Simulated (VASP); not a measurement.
Runs of VASP 6.6.1 on CH4. The cell holds a molecule in a box, 5 atoms: a = 12.228 Å, b = 12.728 Å, c = 13.228 Å, α = 90.00°, β = 90.00°, γ = 90.00°. 

```csv
level,gap on the mesh (eV),largest force (eV/Å)
PBE,8.90,-
RPBE,8.83,(a)
optB86b-vdW,8.65,0.04
RPBE+D3(BJ),8.83,0.04
```

Alike in all rows: task single point; potentials or basis VASP PAW PBE potentials, release 64 (C, H); no spin polarisation; cell as given; k mesh 1 × 1 × 1; cutoff (eV) 400; smearing gaussian 0.01 eV.

Question: Estimate the missing entries.

Answer: (a) 0.05.

Caveats: the PAW data sets were made with another functional, which shifts forces and pressure a little (some runs).

A k mesh can miss the band edges.

Not every run made on this cell is shown here.
